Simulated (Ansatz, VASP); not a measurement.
# Al2Sn2Ge3: VASP beside Ansatz

File INCAR:

```
PREC = Accurate ; ENCUT = 520
EDIFF = 1E-6 ; ISMEAR = -1
SIGMA = 0.0385 ; LREAL = F
LASPH = T ; NELM = 80
ALGO = Fast ; ISIF = 2
LWAVE = F ; LCHARG = F
GGA = PE ; NBANDS = 47
```

KPOINTS

```
regular mesh
0
Gamma
  5 5 5
```

The input POSCAR:

```
Al2Sn2Ge3
1.0
    0.0000000000      0.0000000000      4.5484640000
    4.1077850000      0.0000000000      0.0000000000
    2.0538930000      9.1056670000     -2.2742320000
Sn Al Ge
2 2 3
Direct
    0.3584000000      0.6416000000      0.7168000000
    0.6416000000      0.3584000000      0.2832000000
    0.4351000000      0.0649000000      0.8702000000
    0.5649000000      0.9351000000      0.1298000000
    0.0000000000      0.5000000000      0.0000000000
    0.1832000000      0.8168000000      0.3664000000
    0.8168000000      0.1832000000      0.6336000000
```

Input for Ansatz:

```yaml
crystal:
  lattice:
    - [0.0, 0.0, 4.548464]
    - [4.107785, 0.0, 0.0]
    - [2.053893, 9.105667, -2.274232]
  atoms:
    - { symbol: Sn, position: [0.3584, 0.6416, 0.7168] }
    - { symbol: Sn, position: [0.6416, 0.3584, 0.2832] }
    - { symbol: Al, position: [0.4351, 0.0649, 0.8702] }
    - { symbol: Al, position: [0.5649, 0.9351, 0.1298] }
    - { symbol: Ge, position: [0.0, 0.5, 0.0] }
    - { symbol: Ge, position: [0.1832, 0.8168, 0.3664] }
    - { symbol: Ge, position: [0.8168, 0.1832, 0.6336] }
  symmetry: { tolerance: 0.0003 }
kpoints:
  mp_grid: { grid: [5, 5, 5], shift: [0, 0, 0] }
magnetization:
  spin_polarized: false
scf:
  occupations: { method: fermi_dirac, width: 0.0385 }
hamiltonian:
  pseudopotentials: { kind: paw }
  xc: pbe
basis:
  ecutwfc: 420
output:
  forces: true
  stress: true
  eigenvalues: true
```

The cell was built by a generator and needn't be a form met in nature.

Alike in both runs: task single point; functional PBE; k mesh 5 × 5 × 5; occupations fermi-dirac, width 0.0385 eV; no spin polarisation.

|  | VASP | Ansatz |
| --- | --- | --- |
| version | VASP 6.6.1 | Ansatz 0.2.0 |
| potentials or method | VASP PAW PBE potentials, release 64 (Sn_d, Al, Ge_d) | PAW plane waves |
| plane-wave cutoff (eV) | 520 | 420 |
| valence electrons in the cell | 76 | 76 |

|  | VASP | Ansatz | Ansatz less VASP |
| --- | --- | --- | --- |
| gap on the k mesh at the Fermi level (eV) | none | none | - |
| pressure (GPa) | 2.3 | 2.4 | +0.06 |
| largest component of the traceless stress (GPa) | 8.19 | 8.23 | +0.035 |
| rms of the force components (eV/Å) | 0.740 | 0.744 | +0.0045 |

Atom by atom the forces differ by 0.006 eV/Å (rms over components). A gap of «none» marks a metal or a gap that the smearing closes.

Caveats: forces of over 1 eV/Å show positions far from the minimum, so gaps and moduli don't describe the material at rest.
